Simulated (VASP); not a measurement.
An input for Quantum ESPRESSO's pw.x (written as the equivalent of a VASP run, and not itself run):

```
&CONTROL
  calculation = 'vc-relax'
  pseudo_dir = './pseudo'
  outdir = './out'
  tprnfor = .true.
  tstress = .true.
  nstep = 60
  forc_conv_thr = 0.00078
/
&SYSTEM
  ibrav = 0
  nat = 8
  ntyp = 3
  ecutwfc = 84
  occupations = 'smearing'
  smearing = 'methfessel-paxton'
  degauss = 0.00735
  input_dft = 'pbesol'
/
&ELECTRONS
  conv_thr = 7.3e-08
  electron_maxstep = 100
/
&IONS
/
&CELL
/
ATOMIC_SPECIES
  Hf 178.490 Hf.upf
  N 14.007 N.upf
  C 12.011 C.upf
CELL_PARAMETERS angstrom
     0.0053743    4.5486354    4.5486294
     4.5539759    0.0000337    4.5539700
     2.2770048    2.2770048   -0.0000000
ATOMIC_POSITIONS crystal
  Hf   0.9972467  0.0009175  0.0018358
  Hf   0.9972467  0.5009175  0.0018358
  Hf   0.5027533  0.9990825  0.9981642
  Hf   0.5027533  0.4990825  0.9981642
  N    0.2500000  0.2500000  0.5000000
  N    0.2500000  0.7500000  0.5000000
  C    0.7500000  0.2500000  0.5000000
  C    0.7500000  0.7500000  0.5000000
K_POINTS automatic
  5 5 10 0 0 0
```

Question: Translate this input to VASP (INCAR, KPOINTS, POSCAR, choice of POTCAR).

Answer: This is not unique; one that fits is 
**POSCAR**
```
Hf4C2N2
1
    0.0053743362     4.5486353576     4.5486294168
    4.5539759448     0.0000337491     4.5539700102
    2.2770048469     2.2770048469    -0.0000000000
Hf N C
4 2 2
Direct
  0.9972467371   0.0009174690   0.0018357939
  0.9972467371   0.5009174690   0.0018357939
  0.5027532629   0.9990825310   0.9981642061
  0.5027532629   0.4990825310   0.9981642061
  0.2500000000   0.2500000000   0.5000000000
  0.2500000000   0.7500000000   0.5000000000
  0.7500000000   0.2500000000   0.5000000000
  0.7500000000   0.7500000000   0.5000000000
```

### KPOINTS
```
Automatic mesh
0
Gamma
5 5 10
0 0 0
```

INCAR:
```
ALGO=Normal
EDIFF=1E-6
EDIFFG=-0.02
ENCUT=520
GGA=PS
IBRION=2
ISIF=3
ISMEAR=1
LASPH=.TRUE.
LCHARG=.FALSE.
LMAXMIX=6
LREAL=.FALSE.
LWAVE=.FALSE.
NELM=100
NSW=60
PREC=Accurate
SIGMA=0.1
SYSTEM=Hf4C2N2
```

POTCAR, in this order: Hf_pv N C (PBE.64 set). Program: vasp_std.

The two are equivalent in intent, not identical: the potentials are each code's own (VASP's PAW set, PseudoDojo norm-conserving files in pw.x), so ENCUT and ecutwfc are chosen apart and not converted; conv_thr bounds pw.x's estimated SCF error, while EDIFF bounds the energy change between steps; forc_conv_thr acts on force components and is met together with etot_conv_thr.

The structure was generated: Hf4C2N2 was put into an ordered model structure (R-3m), which need not be its known phase. It was relaxed first. The start is the result of an earlier pass.
